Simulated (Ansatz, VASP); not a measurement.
# TiGe in two plane-wave programs

Aim: how closely do two programs agree when they are given the same cell, functional and k mesh? The cell is invented: As first built, before any earlier steps moved the atoms (in the runner's words): it takes the ZrTi structure with some of its atoms replaced by other elements, volume scaled by an estimate. It may not be a known or stable phase. The cell is taken from a series of VASP runs on this material, whose earlier steps may have relaxed, scaled or displaced it; both programs get it as it stands.

Calculated with Ansatz 0.2.0; plane waves, with VASP 6.6.1 beside it; band structure at PBE, spin-orbit coupling.

### Step 1. The structure

Symmetry: P4/mmm, No. 123, tetragonal system. The conventional cell has a = 2.887 Å, b = 2.887 Å, c = 3.814 Å, α = 90.00°, β = 90.00°, γ = 90.00°. Nearest to Ge lie 8 Ti at 2.79 Å and 4 Ge at 2.89 Å. Ti has 8 Ge at 2.79 Å and 4 Ti at 2.89 Å nearest. As first built, before any earlier steps moved the atoms (in the runner's words): sites of the ZrTi structure (space group 123) filled with other elements, volume scaled by an estimate. Farther neighbours are not listed.

### Step 2. VASP: band structure, PBE, spin-orbit coupling

With cell and atoms fixed, the geometry can't cause a difference; cores, projectors, grids and the points listed under the comparison can.

Lines of VASP's logs that name or quote its potential files are left out, and so is its time.

INCAR reads:

```
SYSTEM = TiGe
PREC = Accurate
ENCUT = 410
EDIFF = 1E-06
NELM = 100
ISMEAR = 0
SIGMA = 0.02
LREAL = .FALSE.
ALGO = Normal
GGA = PE
LNONCOLLINEAR = .TRUE.
MAGMOM = 0 0 0 0 0 0
NBANDS = 38
GGA_COMPAT = .FALSE.
LASPH = .TRUE.
LSORBIT = .TRUE.
LMAXMIX = 4
LORBIT = 11
LWAVE = .FALSE.
LCHARG = .FALSE.
KPAR = 4
```

POSCAR reads:

```
TiGe
1.0
    2.8870288867      0.0000000000      0.0000000000
    0.0000000000      2.8870288867      0.0000000000
    0.0000000000      0.0000000000      3.8136304620
Ge Ti
1 1
Direct
    0.5000000000      0.5000000000      0.5000000000
    0.0000000000      0.0000000000      0.0000000000
```

KPOINTS reads:

```
Automatic mesh
0
Gamma
7 7 6
0 0 0
```

KPOINTS_OPT reads:

```
Line mode
16
Line-mode
Reciprocal
  0.00000000   0.00000000   0.00000000 GAMMA
  0.00000000   0.50000000   0.00000000 X

  0.00000000   0.50000000   0.00000000 X
  0.50000000   0.50000000   0.00000000 M

  0.50000000   0.50000000   0.00000000 M
  0.00000000   0.00000000   0.00000000 GAMMA

  0.00000000   0.00000000   0.00000000 GAMMA
  0.00000000   0.00000000   0.50000000 Z

  0.00000000   0.00000000   0.50000000 Z
  0.00000000   0.50000000   0.50000000 R

  0.00000000   0.50000000   0.50000000 R
  0.50000000   0.50000000   0.50000000 A

  0.50000000   0.50000000   0.50000000 A
  0.00000000   0.00000000   0.50000000 Z

  0.00000000   0.50000000   0.00000000 X
  0.00000000   0.50000000   0.50000000 R

  0.50000000   0.50000000   0.00000000 M
  0.50000000   0.50000000   0.50000000 A
```

The projector-augmented-wave data sets are Ge_d and Ti_sv (PBE family, release 64).

On the command line:

```console
mpirun -np 4 vasp_ncl
```

Numbers of over 12 decimals in the logs are rounded to 6 here.

The log of the run:

```text
[banner, memory and clock lines left out]
running    4 mpi-ranks, on    1 nodes
 distrk:  each k-point on    1 cores,    4 groups
 distr:  one band on    1 cores,    1 groups

 POSCAR found type information on POSCAR GeTi
 POSCAR found :  2 types and       2 ions
 LDA part: xc-table for (Slater+PW92), standard interpolation
 POSCAR, INCAR and KPOINTS ok, starting setup
 FFT: planning ... GRIDC
 FFT: planning ... GRID_SOFT
 FFT: planning ... GRID
 WAVECAR not read
 entering main loop
       N       E                     dE             d eps       ncg     rms          rms(c)
DAV:   1     0.256426254846E+03    0.25643E+03   -0.10575E+04  3846   0.287E+03
DAV:   2     0.280021078348E+02   -0.22842E+03   -0.21944E+03  3040   0.673E+02
DAV:   3    -0.114253392721E+02   -0.39427E+02   -0.38564E+02  3886   0.183E+02
DAV:   4    -0.146007705508E+02   -0.31754E+01   -0.31174E+01  4264   0.506E+01
DAV:   5    -0.147248504978E+02   -0.12408E+00   -0.12404E+00  3946   0.904E+00    0.997E+00
DAV:   6    -0.133680192195E+02    0.13568E+01   -0.74259E+00  3692   0.253E+01    0.315E+00
DAV:   7    -0.132254716969E+02    0.14255E+00   -0.86177E-01  3572   0.113E+01    0.219E+00
DAV:   8    -0.132152266097E+02    0.10245E-01   -0.18816E-01  3764   0.471E+00    0.730E-01
DAV:   9    -0.132097974188E+02    0.54292E-02   -0.44774E-02  3480   0.283E+00    0.303E-01
DAV:  10    -0.132101125802E+02   -0.31516E-03   -0.22217E-03  3968   0.563E-01    0.930E-02
DAV:  11    -0.132100826132E+02    0.29967E-04   -0.43997E-04  4108   0.217E-01    0.346E-02
DAV:  12    -0.132100724818E+02    0.10131E-04   -0.45645E-05  4206   0.106E-01    0.133E-02
DAV:  13    -0.132100731720E+02   -0.69022E-06   -0.39332E-06  3266   0.203E-02
   1 F= -.13210073E+02 E0= -.13209981E+02  d E =-.183440E-03  mag=     0.0000    -0.0000     0.0000
 Start KPOINTS_OPT (optional k-point list driver)
k-point batch [1-40\144]
       N       E                     dE             ncg
DAV:   1    -0.343497527685E+04   -0.30354E+05     3906
DAV:   2    -0.124198630699E+05   -0.89849E+04     3040
DAV:   3    -0.139393002011E+05   -0.15194E+04     4022
DAV:   4    -0.140535651205E+05   -0.11426E+03     4210
DAV:   5    -0.140581693059E+05   -0.46042E+01     3922
DAV:   6    -0.140582487052E+05   -0.79399E-01     3960
DAV:   7    -0.140582513847E+05   -0.26795E-02     4090
DAV:   8    -0.140582514398E+05   -0.55132E-04     3640
DAV:   9    -0.140582514422E+05   -0.24004E-05     2472
DAV:  10    -0.140582514424E+05   -0.14132E-06     1938
[...]
k-point batch [121-144\144]
       N       E                     dE             ncg
DAV:   1     0.863516985430E+04   -0.27199E+05     2338
DAV:   2     0.329624541833E+04   -0.53389E+04     1824
DAV:   3     0.237194156889E+04   -0.92430E+03     2412
DAV:   4     0.231075704693E+04   -0.61185E+02     2514
DAV:   5     0.230799919042E+04   -0.27579E+01     2406
DAV:   6     0.230795653490E+04   -0.42656E-01     2300
DAV:   7     0.230795507556E+04   -0.14593E-02     2470
DAV:   8     0.230795504759E+04   -0.27975E-04     2182
DAV:   9     0.230795504649E+04   -0.10995E-05     1520
DAV:  10     0.230795504642E+04   -0.63641E-07     1226
```

OUTCAR, selected parts (step 2):

```text
ion  position               nearest neighbor table
   1  0.500  0.500  0.500-   2 2.79   2 2.79   2 2.79   2 2.79   2 2.79   2 2.79   2 2.79   2 2.79

  LATTYP: Found a simple tetragonal cell.
 ALAT       =     2.8870288867
 C/A-ratio  =     1.3209533440

 Subroutine GETGRP returns: Found 16 space group operations
 (whereof 16 operations were pure point group operations)

The static configuration has the point symmetry D_4h.

 Found     40 irreducible k-points:

   k-points           NKPTS =     40   k-points in BZ     NKDIM =     40   number of bands    NBANDS=     38

   dimension x,y,z NGX =    20 NGY =   20 NGZ =   28
   dimension x,y,z NGXF=    40 NGYF=   40 NGZF=   56

   ENCUT  =  410.0 eV  30.13 Ry    5.49 a.u.   4.77  4.77  6.30*2*pi/ulx,y,z

   NELECT =      26.0000    total number of electrons

 k-points in reciprocal lattice and weights: Automatic mesh
   0.00000000  0.00000000  0.00000000       0.003
   0.14285714  0.00000000  0.00000000       0.014
   0.28571429  0.00000000  0.00000000       0.014
   0.42857143  0.00000000  0.00000000       0.014
   0.14285714  0.14285714  0.00000000       0.014
   0.28571429  0.14285714  0.00000000       0.027
   0.42857143  0.14285714  0.00000000       0.027
   0.28571429  0.28571429  0.00000000       0.014
   0.42857143  0.28571429  0.00000000       0.027
[...]
0.42857143  0.28571429  0.50000000       0.027
   0.42857143  0.42857143  0.50000000       0.014

 average (electrostatic) potential at core
       1 -69.9781       2 -71.7831

 E-fermi :   9.1388

 k-point     1 :       0.0000    0.0000    0.0000
  band No.  band energies     occupation
    ...
     22       7.1528      1.00000
     23       7.7247      1.00000
     24       7.7247      1.00000
     25       7.9466      1.00000
     26       7.9466      1.00000
     27      10.9058      0.00000
     28      10.9058      0.00000
     29      10.9270      0.00000
     30      10.9270      0.00000
     31      11.8786      0.00000
    ...

 k-point     2 :       0.1429    0.0000    0.0000
  band No.  band energies     occupation
    ...
     22       7.3805      1.00000
     23       7.4744      1.00000
     24       7.4744      1.00000
     25       7.8689      1.00000
     26       7.8689      1.00000
     27      10.9631      0.00000
     28      10.9631      0.00000
     29      11.3605      0.00000
     30      11.3605      0.00000
     31      11.3689      0.00000
    ...

 k-point     3 :       0.2857    0.0000    0.0000
  band No.  band energies     occupation
    ...
     22       6.0677      1.00000
     23       6.9877      1.00000
     24       6.9877      1.00000
     25       8.0216      1.00000
     26       8.0216      1.00000
     27      10.6075      0.00000
     28      10.6075      0.00000
     29      11.0715      0.00000
     30      11.0715      0.00000
     31      11.1810      0.00000
    ...

  Total       -0.0070320     -0.0070320     -0.0290847      0.0000000      0.0000000     -0.0000000
  in kB       -0.3544456     -0.3544456     -1.4660015      0.0000000      0.0000000     -0.0000000
  external PRESSURE =      -0.7249642 kB  Pullay stress =       0.0000000 kB

  energy-cutoff  :      410.00
  volume of cell :       31.79
      direct lattice vectors                 reciprocal lattice vectors
     2.887028887  0.000000000  0.000000000     0.346376860  0.000000000  0.000000000
     0.000000000  2.887028887  0.000000000     0.000000000  0.346376860  0.000000000
     0.000000000  0.000000000  3.813630462     0.000000000  0.000000000  0.262217331

 POSITION                                       TOTAL-FORCE (eV/Angst)
 -----------------------------------------------------------------------------------
      1.44351      1.44351      1.90682         0.000000      0.000000      0.000000
      0.00000      0.00000      0.00000         0.000000      0.000000      0.000000
 -----------------------------------------------------------------------------------
    total drift:                               -0.000000      0.000000      0.000000

  FREE ENERGIE OF THE ION-ELECTRON SYSTEM (eV)
  ---------------------------------------------------
  free  energy   TOTEN  =       -13.2100731720 eV

  energy  without entropy=      -13.2098897324  energy(sigma->0) =      -13.20998145

 Spin-Orbit-Coupling matrix elements
 Ion:    1  E_soc:     -0.0188007
 Ion:    2  E_soc:     -0.0120820

 total charge
# of ion       s       p       d       tot
------------------------------------------
    1        1.146   1.233  10.043  12.422
    2        2.180   6.101   2.001  10.283
--------------------------------------------------
tot          3.326   7.335  12.044  22.705

 magnetization (x)
# of ion       s       p       d       tot
------------------------------------------
    1        0.000   0.000   0.000   0.000
    2       -0.000  -0.000   0.000   0.000
--------------------------------------------------
tot         -0.000   0.000   0.000   0.000

 magnetization (y)
# of ion       s       p       d       tot
------------------------------------------
    1       -0.000   0.000  -0.000  -0.000
    2        0.000  -0.000   0.000   0.000
--------------------------------------------------
tot          0.000  -0.000   0.000   0.000

 magnetization (z)
# of ion       s       p       d       tot
------------------------------------------
    1        0.000   0.000   0.000   0.000
    2       -0.000   0.000  -0.000  -0.000
--------------------------------------------------
tot         -0.000   0.000   0.000  -0.000

[... 3 further parts left out ...]
```

The run ends at a pressure of -0.07 GPa.

### Step 3. Ansatz: band structure, PBE, spin-orbit coupling

Ansatz runs on its fully relativistic PAW (standard-fr) files.

The same cell, functional, mesh and smearing now go to Ansatz, which takes its cutoff from its data sets.

input.yaml reads:

```yaml
crystal:
  lattice:
    - [2.8870288867, 0.0, 0.0]
    - [0.0, 2.8870288867, 0.0]
    - [0.0, 0.0, 3.813630462]
  atoms:
    - { symbol: Ge, position: [0.5, 0.5, 0.5] }
    - { symbol: Ti, position: [0.0, 0.0, 0.0] }
hamiltonian:
  xc: pbe
  pseudopotentials: { kind: paw_fr }
magnetization:
  noncollinear: true
  spin_orbit: true
kpoints:
  mp_grid: { grid: [7, 7, 6] }
  band_path:
    path:
      - [0.0, 0.0, 0.0]
      - [0.0, 0.13333, 0.0]
      - [0.0, 0.3, 0.0]
      - [0.0, 0.46667, 0.0]
      - [0.1, 0.5, 0.0]
      - [0.26667, 0.5, 0.0]
      - [0.43333, 0.5, 0.0]
      - [0.43333, 0.43333, 0.0]
      - [0.26667, 0.26667, 0.0]
      - [0.1, 0.1, 0.0]
      - [0.0, 0.0, 0.03333]
      - [0.0, 0.0, 0.2]
      - [0.0, 0.0, 0.36667]
      - [0.0, 0.0, 0.5]
      - [0.0, 0.16667, 0.5]
      - [0.0, 0.3, 0.5]
      - [0.0, 0.46667, 0.5]
      - [0.1, 0.5, 0.5]
      - [0.26667, 0.5, 0.5]
      - [0.43333, 0.5, 0.5]
      - [0.43333, 0.43333, 0.5]
      - [0.26667, 0.26667, 0.5]
      - [0.1, 0.1, 0.5]
      - [0.0, 0.5, 0.03333]
      - [0.0, 0.5, 0.2]
      - [0.0, 0.5, 0.36667]
      - [0.5, 0.5, 0.0]
      - [0.5, 0.5, 0.16667]
      - [0.5, 0.5, 0.33333]
      - [0.5, 0.5, 0.5]
    npoints: 1
scf:
  occupations: { method: gaussian, width: 0.02 }
  n_extra_bands: 14
output:
  forces: true
  stress: true
  eigenvalues: true
```

On the command line:

```console
ansatz run input.yaml --threads 2 --pin off --max-ram 4608MiB --backend cpu --events-out ev --progress --plain --runs-dir out
```

The log of the run:

```text
scf.n_extra_bands = 14 over 26 filled bands (N_el = 26.0): the run solves 40 bands
Engine: ansatz 0.2.0, aarch64-unknown-linux-gnu
Pseudopotentials: kind: paw_fr
Pseudopotential: Ge, paw_fr, valence charge 14, recommended cutoff 420 eV (normal), Ge.paw.azcp#standard-fr
Pseudopotential: Ti, paw_fr, valence charge 12, recommended cutoff 420 eV (normal), Ti.paw.azcp#standard-fr
Functional definition: PBE
  parameter kappa = 0.804
  parameter beta = 0.066725
  exchange = pbe_x(kappa = kappa, mu = beta*pi^2/3)
  correlation = pbe_c(beta = beta)
non-collinear run that drives no moment, with spin-orbit: no starting moment large enough to seed its density (crystal.atoms[].spin), no starting occupations that ask for one, no magnetisation constraint and no magnetic field, so the semilocal B_xc is pinned to zero
Crystal: 2 atoms, lattice volume = 31.786 Å³
Basis set: ecut = 420 eV, 625 PW (Γ), exchange–correlation on 40×40×54 points (8 copies of the dense FFT grid, shifted against one another)
Bands: 40, of which v1, the nominal top of the filled ones, is band 26 counted from 1 (25 counted from 0)
Symmetry: 16 space group operations + 16 with time reversal
Magnetic group: BNS 123.340 (UNI 1000), of the structure as read, at distance tolerance 3.2e-5 Å
k-points: 40 of 294
Projection manifold: j_resolved (fully-relativistic pseudo-atomic orbitals)
Non-local potential: Ge, projectors of the file, l = 0: 2, l = 1: 4, l = 2: 6, l = 3: 2
Non-local potential: Ti, projectors of the file, l = 0: 3, l = 1: 4, l = 2: 6, l = 3: 2
PAW form: soft (Blöchl's): semilocal exchange-correlation on the pseudo side does not see the compensation charge
PAW one-centre angular grid: Ge, 590 points (default); XC on 64 Gauss nodes
PAW one-centre angular grid: Ti, 590 points (default); XC on 96 Gauss nodes
Initial density: superposition of atomic densities (chi_scale 0.1, normalization cell, long waves kept (reshape's long-wave potential 0.00 eV rms))
Initial wavefunctions: pseudopotential atomic-orbital guess
Functional: x = pbe(κ = 0.804, μ = 0.219515), c = pbe(β = 0.066725)
SCF iter   1: F=—  HF=-6796.186152 eV  |F-HF|=—  |Δ(HF+E_count)|=         —  Δρ=5.84e-2  dr2=2.11e0  dr2_m=0.00e0 (ungated)  ethr=3.10e-3  |M|=0.00e0 ∫|m|=0.00e0 μB  |m|>n=0.0e0 m-floor=0.0e0 τ_xc=0.0e0  β_m=0.30  ⟨swp⟩=6.2  Hψ=3612  notcnv=0  defer=34
preconditioner: auto → none  [insulator: Δε(μ)=0.035 eV  Ē_g=18.035 eV  σ=0.020 eV  W_gap=0.55  n_scr=6 (ndim 8)  ℏωp=27.9 eV  f_vac=0.000  D(μ)=3.14/eV (n_scr^D=36)  ε∞_Penn≈3.4]
SCF iter   2: F=—  HF=-6795.774641 eV  |F-HF|=—  |Δ(HF+E_count)|=   4.12e-1  Δρ=3.88e-2  dr2=4.55e-1  dr2_m=0.00e0 (ungated)  ethr=3.10e-3  |M|=0.00e0 ∫|m|=0.00e0 μB  |m|>n=0.0e0 m-floor=0.0e0 τ_xc=0.0e0  β_m=0.28  ⟨swp⟩=3.0  Hψ=1499  notcnv=0  defer=270
SCF iter   3: F=—  HF=-6795.683282 eV  |F-HF|=—  |Δ(HF+E_count)|=   9.14e-2  Δρ=1.97e-2  dr2=7.56e-2  dr2_m=0.00e0 (ungated)  ethr=1.75e-3  |M|=0.00e0 ∫|m|=0.00e0 μB  |m|>n=0.0e0 m-floor=0.0e0 τ_xc=0.0e0  β_m=0.42  ⟨swp⟩=2.0  Hψ=986  notcnv=0  defer=270
SCF iter   4: F=—  HF=-6795.670801 eV  |F-HF|=—  |Δ(HF+E_count)|=   1.25e-2  Δρ=6.47e-3  dr2=5.83e-3  dr2_m=0.00e0 (ungated)  ethr=2.91e-4  |M|=0.00e0 ∫|m|=0.00e0 μB  |m|>n=0.0e0 m-floor=0.0e0 τ_xc=0.0e0  β_m=0.57  ⟨swp⟩=3.0  Hψ=1411  notcnv=0  defer=268
SCF iter   5: F=—  HF=-6795.672207 eV  |F-HF|=—  |Δ(HF+E_count)|=   1.41e-3  Δρ=1.85e-3  dr2=1.40e-3  dr2_m=0.00e0 (ungated)  ethr=2.24e-5  |M|=0.00e0 ∫|m|=0.00e0 μB  |m|>n=0.0e0 m-floor=0.0e0 τ_xc=0.0e0  β_m=0.65  ⟨swp⟩=3.0  Hψ=1363  notcnv=0  defer=268
SCF iter   6: F=—  HF=-6795.672024 eV  |F-HF|=—  |Δ(HF+E_count)|=   1.83e-4  Δρ=2.42e-4  dr2=1.56e-5  dr2_m=0.00e0 (ungated)  ethr=5.39e-6  |M|=0.00e0 ∫|m|=0.00e0 μB  |m|>n=0.0e0 m-floor=0.0e0 τ_xc=0.0e0  β_m=0.68  ⟨swp⟩=2.0  Hψ=930  notcnv=0  defer=268
SCF iter   7: F=—  HF=-6795.672023 eV  |F-HF|=—  |Δ(HF+E_count)|=   1.20e-6  Δρ=1.44e-4  dr2=8.29e-6  dr2_m=0.00e0 (ungated)  ethr=6.00e-8  |M|=0.00e0 ∫|m|=0.00e0 μB  |m|>n=0.0e0 m-floor=0.0e0 τ_xc=0.0e0  β_m=0.67  ⟨swp⟩=2.6  Hψ=1136  notcnv=0  defer=268
SCF iter   8: F=-6795.672021 eV  HF=-6795.672021 eV  |F-HF|=7.96e-8  |Δ(HF+E_count)|=   1.69e-6  Δρ=1.67e-5  dr2=8.43e-8  dr2_m=0.00e0 (ungated)  ethr=3.85e-10  |M|=0.00e0 ∫|m|=0.00e0 μB  |m|>n=0.0e0 m-floor=0.0e0 τ_xc=0.0e0  ⟨swp⟩=8.1  Hψ=3991  notcnv=0
SCF 1 converged in 8 iterations: F = -6795.672021 eV  dr2 = 8.43e-8
  greatest PAW one-centre occupation: 0.999 electrons in one spin orbital (limit 2), on the Ti atom at site 1 (counted from 0), in its partial waves of l = 0
NSCF: frozen V_eff on 30 k-points
SCF converged after 8 iterations
Magnetization: |M| = 0.0000 μB,  M = (+0.0000, +0.0000, +0.0000) μB
Absolute magnetization: 0.0000 μB (∫|m|)
  site 0: m = (+0.0000, +0.0000, +0.0000) μB, |m| = 0.0000 μB  (R = 1.15 Å)
  site 1: m = (+0.0000, +0.0000, +0.0000) μB, |m| = 0.0000 μB  (R = 1.15 Å)
Free energy (F): -6795.672021 eV
Harris-Foulkes:  -6795.672021 eV  (|F-HF|=7.96e-8)
Internal energy: -6795.671839 eV  (E = F + TS)
E sigma→0 (E₀):  -6795.671930 eV
Entropy (-TS):   -0.000182 eV (-0.091 meV/atom)
Fermi energy:    14.420117 eV
--- Per-component energies (eV) ---
  E_band       = -214.643582
  E_kinetic    = 386.450082
  E_local      = -2770.065193  (includes V_loc(G=0)·N_el)
  E_nonlocal   = 427.385720
  E_hartree    = 1207.247171
  E_xc         = -174.600099
  E_vxc        = -188.701234  (∫ρ·V_xc dr)
  E_paw        = -3068.072343  (= ΣΔE_a)
  E_vpaw       = -484.202154  (= ΣTr[D̂ρ^β])
  E_aug_tail   = 0.000397  (compensation charges beyond the density's cutoff)
  E_ewald      = -2804.017574
  E_smearing   = -0.000182  (= −TS)
  E_closure    = 0.000000  (closes the sum)
  Σ components = -6795.672021   (vs F -6795.672021, Δ=0.00e0)
--- Forces (eV/Å), atoms counted from 1 ---
  atom   1  Ge     0.00000000     0.00000000     0.00000000
  atom   2  Ti    -0.00000000     0.00000000     0.00000000
  max |Σ_I F_I| component: 4.74e-29 eV/Å
--- Stress (GPa, compression-positive) ---
        0.650760       0.000000       0.000000
        0.000000       0.650760       0.000000
        0.000000       0.000000       0.480727
  P = ⅓ Tr σ = 0.5941 GPa (5.941 kbar)
--- Band table (eV; the first three rows and the last of 40) ---
  k-point 0: bands = [... 22 lower, 13.0046, 13.0046, 13.2250, 13.2250, 16.1918, 16.1918, 16.2133, 16.2133, ... 10 higher]
  k-point 1: bands = [... 22 lower, 13.2692, 13.2692, 14.1107, 14.1107, 15.8232, 15.8232, 15.8622, 15.8622, ... 10 higher]
  k-point 2: bands = [... 22 lower, 13.3611, 13.3611, 14.8542, 14.8542, 15.3107, 15.3107, 15.3614, 15.3614, ... 10 higher]
  k-point 39: bands = [... 22 lower, 10.7941, 10.7941, 11.8281, 11.8281, 16.3461, 16.3461, 16.8766, 16.8766, ... 10 higher]
```

The job ended after 6.5 s (2 threads of Arm Neoverse V2, shared host; peak memory 0.48 GiB; 12 s of CPU time).

In the SCF lines HF is the Harris–Foulkes energy and dr2 the Hartree energy of the density residual, in eV; the loop may stop once dr2 is under the threshold and the program's other checks hold. Hψ counts applications of the Hamiltonian.

### Step 4. Differences

Known differences besides the potentials themselves: spin-orbit coupling enters by fully relativistic files in Ansatz and inside the spheres in VASP; the cutoff is 420 eV in Ansatz and 410 eV in VASP. Total energies have different zeros and are not compared.

Compared:

| quantity | Ansatz | VASP | difference |
| --- | --- | --- | --- |
| pressure (GPa) | 0.59 | -0.07 | +0.67 |

Levels from 3 eV below to 2 eV above the Fermi level differ by 3 meV r.m.s. and 7 meV at most; each VASP level is matched to the nearest of Ansatz, which flatters the figure a little.

### Step 5. Results

| Item | Value |
| --- | --- |
| r.m.s. difference of levels near the Fermi level (band structure, PBE, spin-orbit coupling) | 3.2 meV |
| difference in pressure (band structure, PBE, spin-orbit coupling) | 0.67 GPa |

What this shows: The difference in pressure is 0.67 GPa (band structure, PBE, spin-orbit coupling), within the 1 GPa picked in this series as the mark of a large difference. Such differences can come from data sets, numerical settings and the points named under the comparisons, not from the functional's error against experiment.

[Lines on the potential files, build, host, timing and source positions are cut from VASP's logs without a mark.]

[Logs are printed without paths, hosts, clocks, repeated set-up lines and the standing remarks that a program may print on its own settings, such as how far it seeks lower states.]

[Hosts, paths, dates, database ids (printed as entryN), source tags and the programs' standing remarks are cut or masked in the printed files.]
